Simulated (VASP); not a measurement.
## Hf: transverse stress against strain

Hf (hcp, P6_3/mmc, 22.443 Å³/atom and stress up to 0.08 GPa in the relaxed cell, c along z) under an equal strain ε along x and y, with z held. PBE in VASP (plane waves, PAW), 480 eV, 18×18×10 Γ-centred mesh, Methfessel-Paxton smearing 0.10 eV; ions are relaxed, or left where forces stay under 0.02 eV/Å, within the symmetry of each cell. Stress is positive for a compressed cell.

Here s stands for strain and y for stress zz.

| strain (%) | stress zz (GPa) |
|---|---|
| -3.00 | ? |
| -1.50 | 2.08 |
| -1.00 | 1.33 |
| -0.50 | 0.61 |
| 0.00 | -0.08 |
| 0.50 | -0.74 |
| 1.00 | -1.37 |
| 1.50 | -1.98 |

The 7 complete rows are fitted with a straight line, y against s. Means: s 0, y -0.021. About the means, the sum of products is -9.4650 and the sum of squares of s is 7.0000; the slope is their ratio. Least squares gives y = -0.021 - 1.3521·s. Residuals (row less fit): 0.073, -0.001, -0.045, -0.059, -0.043, 0.003, 0.069; standard error 0.059 (degrees of freedom: 5). The slope gives the elastic constant 2C13 = about 140 GPa.

Problem. What does the fit predict for y at s = -3.00, and how far is the calculated value from it?

Solution. y = -0.021 - 1.3521 × (-3.0) = 4.035 GPa. The calculation gives 4.50 GPa, 0.465 GPa above the prediction (7.2 % of the range of y in the table). The row lies outside the fitted rows, so this is an extrapolation. From the scatter of the fitted rows alone, a prediction at this place has a standard error of 0.092 GPa, so the miss is 5.1 times that.

A polynomial of degree 2 through the 12 other runs of the series gives 4.48 there, so most of the miss is curvature that the fit leaves out. In a metal these values are sensitive to mesh and smearing; energies are taken to zero smearing, stresses follow the free energy. Rows are the converged runs of the series near zero and its far end; series whose fitted rows scatter by over a few per cent of the range, as at a crossing or softening among them, aren't shown in this form, nor equations of state whose B0' disagrees with the runs' pressures. Most that stay on the fit to the last digits aren't either.
